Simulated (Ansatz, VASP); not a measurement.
**Si53Ge13 (amorphous Si0.8Ge0.2) in two plane-wave programs**

Wanted: the spread between two codes on one cell, functional and k mesh. The cell is taken from a series of runs on this material, whose earlier steps may have relaxed, scaled, displaced or heated it; both programs get it as it stands.

Calculated with Ansatz 0.2.0; plane waves, with VASP 6.6.1 beside it; single point at revPBE.

## 1. The structure

The cell holds 132 atoms: 106 Si and 26 Ge. Its edges and angles: a = 14.027 Å, b = 14.027 Å, c = 14.027 Å, α = 90.0°, β = 90.0°, γ = 90.0°. As first built, before any earlier steps moved the atoms (in the runner's words): 132 atoms (106 Si, 26 Ge) placed at random at 2.93 g/cm^3, melted at 3500 K for 10 ps at fixed volume with the Tersoff potential (Tersoff, Phys. Rev. B 39, 5566 (1989)). Quenched from 3500 K to 500 K at 5 K/ps and fixed volume, annealed at 1000 K for 20 ps, held 5 ps.

## 2. Ansatz: single point, revPBE

Ansatz runs on its default PAW (the set named soft_2) files.

With cell and atoms fixed, the geometry can't cause a difference; cores, projectors, grids and the points listed under the comparison can.

The input, input.yaml:

```yaml
crystal:
  lattice:
    - [14.0275, 0.0, 0.0]
    - [0.0, 14.0275, 0.0]
    - [0.0, 0.0, 14.0275]
  atoms:
    - { symbol: Si, position: [0.73181, 0.09506, 0.3076] }
    - { symbol: Si, position: [0.55398, 0.6086, 0.66405] }
    - { symbol: Si, position: [0.90765, 0.93075, 0.5351] }
    - { symbol: Si, position: [0.56384, 0.3498, 0.80227] }
    - { symbol: Si, position: [0.47033, 0.43992, 0.2659] }
    - { symbol: Si, position: [0.61421, 0.32385, 0.08265] }
    - { symbol: Si, position: [0.49469, 0.8075, 0.10237] }
    - { symbol: Si, position: [0.24157, 0.8052, 0.45656] }
    - { symbol: Si, position: [0.80931, 0.14531, 0.98323] }
    - { symbol: Si, position: [0.38894, 0.91348, 0.02826] }
    - { symbol: Si, position: [0.78301, 0.82874, 0.55534] }
    - { symbol: Si, position: [0.6529, 0.9132, 0.47272] }
    - { symbol: Si, position: [0.94016, 0.4535, 0.28184] }
    - { symbol: Si, position: [0.1534, 0.59876, 0.12676] }
    - { symbol: Si, position: [0.48303, 0.50474, 0.42722] }
    - { symbol: Si, position: [0.56341, 0.65078, 0.39004] }
    - { symbol: Si, position: [0.82321, 0.18902, 0.81686] }
    - { symbol: Si, position: [0.91912, 0.69272, 0.83647] }
    - { symbol: Si, position: [0.4715, 0.06156, 0.0238] }
    - { symbol: Si, position: [0.34368, 0.26695, 0.62762] }
    - { symbol: Si, position: [0.1954, 0.85776, 0.30163] }
    - { symbol: Si, position: [0.8479, 0.07476, 0.58423] }
    - { symbol: Si, position: [0.56796, 0.11772, 0.25526] }
    - { symbol: Si, position: [0.70312, 0.651, 0.70874] }
    - { symbol: Si, position: [0.30695, 0.63749, 0.7812] }
    - { symbol: Si, position: [0.47791, 0.64387, 0.81118] }
    - { symbol: Si, position: [0.63943, 0.04349, 0.79257] }
    - { symbol: Si, position: [0.35523, 0.86646, 0.87498] }
    - { symbol: Si, position: [0.08745, 0.02702, 0.00655] }
    - { symbol: Si, position: [0.02362, 0.28938, 0.72508] }
[... 96 atom lines left out ...]
    - { symbol: Ge, position: [0.30179, 0.35311, 0.48457] }
    - { symbol: Ge, position: [0.1599, 0.02992, 0.57645] }
    - { symbol: Ge, position: [0.04071, 0.07975, 0.33989] }
    - { symbol: Ge, position: [0.05519, 0.32232, 0.2729] }
    - { symbol: Ge, position: [0.05785, 0.54248, 0.36882] }
    - { symbol: Ge, position: [0.6623, 0.38806, 0.364] }
kpoints:
  mp_grid: { grid: [1, 1, 1] }
hamiltonian:
  xc: revpbe
scf:
  occupations: { method: fermi_dirac, width: 0.025 }
output:
  forces: true
  stress: true
  populations: true
  dos:
    method: { smearing: { sigma: 0.08 } }
    de: 0.1
    projected: { site_lists: { Ge: [Ge], Si: [Si] } }
  eigenvalues: true
  write_density: true
  write_potential: true
  volumetric_format: npy
```

On the command line:

```
> ansatz run input.yaml --threads 8 --pin off --max-ram 15872MiB --backend cpu --events-out ev --progress --plain --runs-dir out
```

Numbers of over 12 decimals in the logs are rounded to 6 here.

What it wrote:

```text
Engine: ansatz 0.2.0, aarch64-unknown-linux-gnu
Pseudopotentials: kind: paw
Pseudopotential: Si, paw, valence charge 4, recommended cutoff 420 eV (normal), Si.paw.azcp
Pseudopotential: Ge, paw, valence charge 14, recommended cutoff 420 eV (normal), Ge.paw.azcp
Functional definition: revPBE
  parameter kappa = 1.245
  parameter beta = 0.066725
  exchange = pbe_x(kappa = kappa, mu = beta*pi^2/3)
  correlation = pbe_c(beta = beta)
Crystal: 132 atoms, lattice volume = 2760.202 Å³
Basis set: ecut = 420 eV, 54171 PW (Γ), exchange–correlation on 192×192×192 points (8 copies of the dense FFT grid, shifted against one another)
Bands: 526, of which v1, the nominal top of the filled ones, is band 394 counted from 1 (393 counted from 0)
Symmetry: 1 space group operations
Space group: P1 (ITA 1), of the structure as read, at distance tolerance 1.4e-4 Å
k-points: 1
Non-local potential: Si, projectors of the file, l = 0: 2, l = 1: 2, l = 2: 2
Non-local potential: Ge, projectors of the file, l = 0: 2, l = 1: 2, l = 2: 3, l = 3: 1
PAW form: soft (Blöchl's): semilocal exchange-correlation on the pseudo side does not see the compensation charge
PAW frozen core: Si, regenerated for the run's functional, and the local potential with it (the file was generated under x = pbe(κ = 0.804, μ = 0.219515), c = pbe(β = 0.066725))
PAW frozen core: Ge, regenerated for the run's functional, and the local potential with it (the file was generated under x = pbe(κ = 0.804, μ = 0.219515), c = pbe(β = 0.066725))
PAW one-centre angular grid: Si, 110 points (default); XC on 64 Gauss nodes
PAW one-centre angular grid: Ge, 590 points (default); XC on 64 Gauss nodes
Initial density: superposition of atomic densities (neutral atoms: chi_scale 0, normalization atom), corrected by the library's trained network
Initial wavefunctions: pseudopotential atomic-orbital guess
Functional: x = revpbe(κ = 1.245, μ = 0.219515), c = pbe(β = 0.066725)
SCF iter   1: F=—  HF=-179372.217721 eV  |F-HF|=—  |Δ(HF+E_count)|=         —  Δρ=3.94e-3  dr2=1.82e0  ethr=1.77e-3  ⟨swp⟩=6.0  Hψ=2198  notcnv=0  defer=41
preconditioner: auto → Resta (q_TF=auto, 2.214 Å⁻¹)  ε∞=5.6  [insulator: Δε(μ)=0.188 eV  Ē_g=7.601 eV  σ=0.025 eV  W_gap=0.95  n_scr=484 (ndim 8)  ℏωp=16.2 eV  f_vac=0.006  D(μ)=3.79/eV (n_scr^D=6)  ε∞_Penn≈5.6]
SCF iter   2: F=—  HF=-179372.041854 eV  |F-HF|=—  |Δ(HF+E_count)|=   1.76e-1  Δρ=2.05e-3  dr2=2.68e-1  ethr=2.31e-4  ⟨swp⟩=2.0  Hψ=608  notcnv=0  defer=95
SCF iter   3: F=—  HF=-179372.022803 eV  |F-HF|=—  |Δ(HF+E_count)|=   1.91e-2  Δρ=6.80e-4  dr2=1.72e-2  ethr=3.40e-5  ⟨swp⟩=2.0  Hψ=707  notcnv=0  defer=110
SCF iter   4: F=—  HF=-179372.024950 eV  |F-HF|=—  |Δ(HF+E_count)|=   2.15e-3  Δρ=2.72e-4  dr2=3.06e-3  ethr=2.19e-6  ⟨swp⟩=2.0  Hψ=810  notcnv=0  defer=110
SCF iter   5: F=—  HF=-179372.026984 eV  |F-HF|=—  |Δ(HF+E_count)|=   2.03e-3  Δρ=1.13e-4  dr2=8.00e-4  ethr=3.89e-7  ⟨swp⟩=2.0  Hψ=810  notcnv=0  defer=110
SCF iter   6: F=—  HF=-179372.028154 eV  |F-HF|=—  |Δ(HF+E_count)|=   1.17e-3  Δρ=4.29e-5  dr2=1.55e-4  ethr=1.01e-7  ⟨swp⟩=2.0  Hψ=683  notcnv=0  defer=110
SCF iter   7: F=—  HF=-179372.028392 eV  |F-HF|=—  |Δ(HF+E_count)|=   2.39e-4  Δρ=1.49e-5  dr2=2.18e-5  ethr=1.96e-8  ⟨swp⟩=2.0  Hψ=683  notcnv=0  defer=110
SCF iter   8: F=—  HF=-179372.029243 eV  |F-HF|=—  |Δ(HF+E_count)|=   8.51e-4  Δρ=5.73e-6  dr2=2.01e-6  ethr=2.77e-9  ⟨swp⟩=2.0  Hψ=798  notcnv=0  defer=110
SCF iter   9: F=—  HF=-179372.029247 eV  |F-HF|=—  |Δ(HF+E_count)|=   3.97e-6  Δρ=2.21e-6  dr2=2.72e-7  ethr=2.56e-10  ⟨swp⟩=2.0  Hψ=813  notcnv=0  defer=110
SCF iter  10: F=-179372.029248 eV  HF=-179372.029248 eV  |F-HF|=4.48e-8  |Δ(HF+E_count)|=   5.24e-7  Δρ=1.40e-6  dr2=6.44e-8  ethr=1.27e-11  ⟨swp⟩=18.0  Hψ=5087  notcnv=0
SCF 1 converged in 10 iterations: F = -179372.029248 eV  dr2 = 6.44e-8
  greatest PAW one-centre occupation: 0.998 electrons in one spin orbital (limit 2), on the Ge atom at site 115 (counted from 0), in its partial waves of l = 2
SCF converged after 10 iterations
Free energy (F): -179372.029248 eV
Harris-Foulkes:  -179372.029248 eV  (|F-HF|=4.48e-8)
Internal energy: -179371.998214 eV  (E = F + TS)
E sigma→0 (E₀):  -179372.013731 eV
Entropy (-TS):   -0.031034 eV (-0.235 meV/atom)
Fermi energy:    6.893242 eV
--- Per-component energies (eV) ---
  E_band       = -3797.810140
  E_kinetic    = 7113.524746
  E_local      = -88137.309512  (includes V_loc(G=0)·N_el)
  E_nonlocal   = 13551.698944
  E_hartree    = 39287.737942
  E_xc         = -7799.528001
  E_vxc        = -6591.854953  (∫ρ·V_xc dr)
  E_paw        = -107167.244709  (= ΣΔE_a)
  E_vpaw       = -8309.369551  (= ΣTr[D̂ρ^β])
  E_aug_tail   = 0.008872  (compensation charges beyond the density's cutoff)
  E_ewald      = -36215.481924
  E_core_change = -5.404573  (= ΣΔE_core)
  E_smearing   = -0.031034  (= −TS)
[...]
atom 125  Ge     0.31325614     0.12578467    -0.34423193
  atom 126  Ge    -0.64838257    -0.16420116    -0.01729040
  atom 127  Ge    -0.18695015     0.20592471    -0.35161895
  atom 128  Ge     0.05370667    -0.65290332     0.81356243
  atom 129  Ge    -0.20399754    -0.56579270    -0.42443402
  atom 130  Ge     0.44760083     0.02119930     0.69886965
  atom 131  Ge    -0.65108316     0.01230955     0.91643498
  atom 132  Ge     0.33470192     0.03683390    -0.85543843
  max |Σ_I F_I| component: 2.06e-5 eV/Å
--- Stress (GPa, compression-positive) ---
        2.431548      -0.126677      -0.501883
       -0.126677       1.181804      -0.586599
       -0.501883      -0.586599       0.896916
  P = ⅓ Tr σ = 1.5034 GPa (15.034 kbar)
--- Band table (eV) ---
  k-point 0: bands = [... 390 lower, 6.6113, 6.6965, 6.7455, 6.8337, 6.9527, 7.0433, 7.1313, 7.1840, ... 128 higher]
--- Löwdin populations: 132 sites ---
  site symbol       q [e]
     0     Si      3.9122
     1     Si      3.9456
     2     Si      3.9094
     3     Si      3.9491
     4     Si      3.9014
     5     Si      3.9517
     6     Si      3.9611
     7     Si      3.9253
     8     Si      3.9161
     9     Si      3.8641
    10     Si      3.9568
    11     Si      3.9742
    12     Si      3.9171
    13     Si      3.9418
    14     Si      3.9405
    15     Si      3.9624
    16     Si      3.9345
    17     Si      4.0497
    18     Si      3.9276
    19     Si      3.9588
    20     Si      3.9641
    21     Si      3.9547
    22     Si      3.9700
    23     Si      3.9498
[...]
124     Ge     13.9610
   125     Ge     14.0190
   126     Ge     14.0548
   127     Ge     14.0095
   128     Ge     14.0188
   129     Ge     13.9492
   130     Ge     14.0491
   131     Ge     14.0007
  spilling = 0.007084 (of n_electrons = 788.000000)
```

Reading the cycles: dr2 is the Hartree energy of the density residual (eV), the measure of convergence; HF is the Harris–Foulkes estimate of the energy, which meets the free energy F at convergence.

## 3. VASP: single point, revPBE

The same cell, functional, mesh and smearing now go to VASP, with its own data sets.

Lines of VASP's logs that name or quote its potential files are left out, and so is its time.

The input, INCAR:

```
SYSTEM = Si53Ge13
PREC = Accurate
ENCUT = 500
EDIFF = 1E-06
NELM = 120
ISMEAR = -1
SIGMA = 0.025
LREAL = Auto
ALGO = Normal
GGA = RE
NBANDS = 486
LORBIT = 11
LWAVE = .FALSE.
LCHARG = .FALSE.
ISIF = 2
LASPH = .TRUE.
GGA_COMPAT = .FALSE.
EFERMI = MIDGAP
```

The input, POSCAR:

```
Si53Ge13
1.0
   14.0275000000      0.0000000000      0.0000000000
    0.0000000000     14.0275000000      0.0000000000
    0.0000000000      0.0000000000     14.0275000000
Si Ge
106 26
Direct
    0.7318100000      0.0950600000      0.3076000000
    0.5539800000      0.6086000000      0.6640500000
    0.9076500000      0.9307500000      0.5351000000
    0.5638400000      0.3498000000      0.8022700000
    0.4703300000      0.4399200000      0.2659000000
    0.6142100000      0.3238500000      0.0826500000
    0.4946900000      0.8075000000      0.1023700000
    0.2415700000      0.8052000000      0.4565600000
    0.8093100000      0.1453100000      0.9832300000
    0.3889400000      0.9134800000      0.0282600000
    0.7830100000      0.8287400000      0.5553400000
    0.6529000000      0.9132000000      0.4727200000
    0.9401600000      0.4535000000      0.2818400000
    0.1534000000      0.5987600000      0.1267600000
    0.4830300000      0.5047400000      0.4272200000
    0.5634100000      0.6507800000      0.3900400000
    0.8232100000      0.1890200000      0.8168600000
    0.9191200000      0.6927200000      0.8364700000
    0.4715000000      0.0615600000      0.0238000000
    0.3436800000      0.2669500000      0.6276200000
    0.1954000000      0.8577600000      0.3016300000
    0.8479000000      0.0747600000      0.5842300000
    0.5679600000      0.1177200000      0.2552600000
    0.7031200000      0.6510000000      0.7087400000
    0.3069500000      0.6374900000      0.7812000000
    0.4779100000      0.6438700000      0.8111800000
    0.6394300000      0.0434900000      0.7925700000
    0.3552300000      0.8664600000      0.8749800000
    0.0874500000      0.0270200000      0.0065500000
    0.0236200000      0.2893800000      0.7250800000
[... 96 atom lines left out ...]
    0.3017900000      0.3531100000      0.4845700000
    0.1599000000      0.0299200000      0.5764500000
    0.0407100000      0.0797500000      0.3398900000
    0.0551900000      0.3223200000      0.2729000000
    0.0578500000      0.5424800000      0.3688200000
    0.6623000000      0.3880600000      0.3640000000
```

The input, KPOINTS:

```
Automatic mesh
0
Gamma
1 1 1
0 0 0
```

The projector-augmented-wave data sets are Si and Ge_d (PBE family, release 64).

On the command line:

```
> export OMP_NUM_THREADS=3
> mpirun -np 1 vasp_gam
```

What it wrote:

```text
[banner, memory and clock lines left out]
running    1 mpi-ranks, on    1 nodes
[...]
Offloading initialized ...    1 GPUs detected
[...]
|                                                                             |
|               ----> ADVICE to this user running VASP <----                  |
|                                                                             |
|     You enforced a specific xc type in the INCAR file but a different       |
|     [... a line on the potential file left out ...]
|     I HOPE YOU KNOW WHAT YOU ARE DOING!                                     |
|                                                                             |

 LDA part: xc-table for (Slater+PW92), standard interpolation
 POSCAR, INCAR and KPOINTS ok, starting setup
[...]
entering main loop
       N       E                     dE             d eps       ncg     rms          rms(c)
DAV:   1     0.145214602414E+05    0.14521E+05   -0.27088E+05  1124   0.275E+03
DAV:   2     0.257672737111E+04   -0.11945E+05   -0.11556E+05   972   0.764E+02
DAV:   3    -0.211466847437E+03   -0.27882E+04   -0.26181E+04  1146   0.242E+02
DAV:   4    -0.615742874794E+03   -0.40428E+03   -0.38438E+03  1240   0.918E+01
[...]
DAV:  18    -0.627681268344E+03   -0.89203E-05   -0.16464E-05  1144   0.103E-02    0.419E-03
DAV:  19    -0.627681271847E+03   -0.35030E-05   -0.73761E-06  1040   0.792E-03    0.239E-03
DAV:  20    -0.627681271951E+03   -0.10384E-06   -0.12998E-06   736   0.321E-03
   1 F= -.62768127E+03 E0= -.62766571E+03  d E =-.311312E-01
```

From OUTCAR (step 3):

```text
  FREE ENERGIE OF THE ION-ELECTRON SYSTEM (eV)
  ---------------------------------------------------
  free  energy   TOTEN  =      -627.6812719508 eV

  energy  without entropy=     -627.6501407960  energy(sigma->0) =     -627.66570637
```

The run ends at a pressure of 1.31 GPa, with forces up to 2.2 eV/Å.

## 4. Comparison

Known differences besides the potentials themselves: the cutoff is 420 eV in Ansatz and 500 eV in VASP (PREC = Accurate, projectors in real space); Ansatz makes its cores anew for this functional, VASP keeps those of its PBE data sets. Total energies have different zeros and are not compared.

Both answers:

```csv
quantity,Ansatz,VASP,difference
pressure (GPa),1.50,1.31,+0.20
gap on the k mesh (eV),0.119,0.119,0.000
```

Forces on 10 of the 132 atoms, those with the largest forces and the largest differences (eV/Å; atoms numbered as in POSCAR):

```csv
atom,"Ansatz x, y, z","VASP x, y, z"
Si5,"-1.203, 0.519, 0.709","-1.196, 0.528, 0.708"
Si17,"0.185, 1.049, 0.912","0.184, 1.038, 0.917"
Si18,"-0.088, -0.532, -0.922","-0.079, -0.546, -0.918"
Si41,"0.108, 0.794, -1.139","0.101, 0.793, -1.132"
Si63,"-0.680, -0.973, -0.780","-0.681, -0.963, -0.782"
Si87,"-1.411, -0.724, -0.364","-1.399, -0.723, -0.360"
Si95,"-1.009, 1.929, 0.270","-1.013, 1.918, 0.268"
Ge111,"-0.390, 0.489, 0.682","-0.397, 0.475, 0.675"
Ge112,"1.033, -0.307, 0.717","1.018, -0.319, 0.713"
Ge119,"0.313, -0.022, -1.504","0.325, -0.026, -1.500"
```

The forces differ by 5.6 meV/Å r.m.s., which is 1.1 % of the r.m.s. force of 0.528 eV/Å (both taken over all components). A gap on the mesh is an upper bound, since the band edges may lie between its points.

## 5. Results

| Item | Value |
| --- | --- |
| r.m.s. force difference (single point, revPBE) | 1.1 % of the r.m.s. force |

In words: The r.m.s. force difference is 1.1 % of the r.m.s. force (single point, revPBE), within the 3 % picked in this series as the mark of a large difference. How closely two codes agree says nothing of how well the functional describes the real material.

[Lines on the potential files, build, host, timing and source positions are cut from VASP's logs without a mark.]

[Logs are printed without paths, hosts, clocks, repeated set-up lines and the standing remarks that a program may print on its own settings, such as how far it seeks lower states.]

[Hosts, paths, dates, database ids (printed as entryN), source tags and the programs' standing remarks are cut or masked in the printed files.]
